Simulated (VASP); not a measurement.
The system is LaB6.

```
La B
1.0
     4.15700    0.00000    0.00000
     0.00000    4.15700    0.00000
     0.00000    0.00000    4.15700
La B
1 6
Direct
  0.00000 0.00000 0.00000
  0.19750 0.50000 0.50000
  0.50000 0.19750 0.50000
  0.80250 0.50000 0.50000
  0.50000 0.80250 0.50000
  0.50000 0.50000 0.19750
  0.50000 0.50000 0.80250
```

| Quantity | Value |
| --- | --- |
| Program | VASP 6.6.1 |
| Task | relaxation of cell and atoms |
| Functional | PBEsol |
| Potentials or basis | VASP PAW PBE potentials, release 64 (La, B) |
| Cutoff | 600 eV |
| k mesh | 10 × 10 × 10 |
| Occupations | methfessel-paxton, width 0.1 eV |
| Spin | no spin polarisation |

At the start: pressure -3.7 GPa; volume 10.26 Å³/atom.

Q: Where does the relaxation end?

A: Over 6 steps the energy falls by 4.5 meV/atom and the volume is 10.07 Å³/atom (-1.9 %); space group Pm-3m (No. 221, to 0.05 Å).

Step by step:
```csv
step,energy change (eV),largest force (eV/Å),pressure (GPa),volume (Å³)
1,0.0000,0.6079,-3.72,71.84
2,0.0724,1.4668,4.41,69.39
3,-0.0296,0.0885,-1.13,70.95
4,-0.0296,0.1029,-1.08,70.94
5,-0.0311,0.0480,0.68,70.21
6,-0.0318,0.0080,0.03,70.47
```

Final structure:
```cif
data_structure
_symmetry_space_group_name_H-M 'P 1'
_symmetry_Int_Tables_number 1
_cell_length_a 4.1305
_cell_length_b 4.1305
_cell_length_c 4.1305
_cell_angle_alpha 90.000
_cell_angle_beta 90.000
_cell_angle_gamma 90.000
_cell_volume 70.47
loop_
_atom_site_label
_atom_site_type_symbol
_atom_site_fract_x
_atom_site_fract_y
_atom_site_fract_z
_atom_site_occupancy
La1 La 0.00000 0.00000 0.00000 1
B1 B 0.19958 0.50000 0.50000 1
B2 B 0.50000 0.19958 0.50000 1
B3 B 0.80042 0.50000 0.50000 1
B4 B 0.50000 0.80042 0.50000 1
B5 B 0.50000 0.50000 0.19958 1
B6 B 0.50000 0.50000 0.80042 1
```

Caveat: the PAW data sets were made with another functional, which shifts forces and pressure a little.
